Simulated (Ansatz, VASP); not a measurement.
## Two plane-wave programs on Ti2SiGe2

```
CELL_PARAMETERS angstrom
4.57979 0.00000 0.00000
-2.28989 3.96621 0.00000
0.00000 0.00000 6.87891
ATOMIC_POSITIONS crystal
Ti 0.00000 0.00000 0.85535
Ti 0.00000 0.00000 0.14465
Si 0.00000 0.00000 0.50000
Ge 0.33333 0.66667 0.50000
Ge 0.66667 0.33333 0.50000
```

Alike in both runs: functional PBE; k mesh 6 × 6 × 4; occupations gaussian, width 0.1 eV; no spin polarisation.

Ansatz relaxed the structure, and its values are those at the end. VASP's run is a single point on that final structure, the one shown.

|  | VASP | Ansatz |
| --- | --- | --- |
| version | VASP 6.6.1 | Ansatz 0.2.0 |
| potentials or method | VASP PAW PBE potentials, release 64 (Ti_sv, Si, Ge_d) | scalar-relativistic, plane waves, PAW |
| plane-wave cutoff (eV) | 520 | 420 |
| valence electrons in the cell | 56 | 56 |

```tsv
	VASP	Ansatz	Ansatz less VASP
gap on the k mesh at the Fermi level (eV)	none	none	-
pressure (GPa)	0.4	0.1	-0.34
rms of the force components (eV/Å)	0.173	0.004	-0.1688
```

A gap of «none» marks a metal or a gap that the smearing closes. One of these differences is far larger than is usual between the two programs; its cause wasn't traced.
